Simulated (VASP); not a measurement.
Here is the system:

```
CELL_PARAMETERS angstrom
      3.31029     0.00000     0.00000
     -1.65515     2.86680     0.00000
      0.00000     0.00000     5.48319
ATOMIC_POSITIONS crystal
  Sb 0.33333 0.66667 0.25000
  Sb 0.66667 0.33333 0.75000
```

These are PBEsol GGA, VASP's PBE PAW potentials (set 64) (plane waves; VASP) values and carry that method's errors. Run with 400 eV cut-off, 11×11×6 Γ-centred mesh, first-order Methfessel-Paxton smearing of 0.10 eV, potentials Sb.

Unless said otherwise, spin-orbit coupling is left out, though it shifts the bands of the heavy elements here.

Task: What does the run give for the energy per atom (σ→0), band gap (on the k-mesh) with the smallest direct gap where there is one?

Result: 
| Item | Result |
|---|---|
| band gap (on the k-mesh) | none (metal, semimetal or under 0.01 eV) |
| energy per atom (σ→0) | -4.350 eV/atom |

The structure was generated: Sb was put into the hcp type (P6_3/mmc), which need not be its known phase. It was relaxed first, which changed the volume by -5 %. The start is the result of an earlier pass.
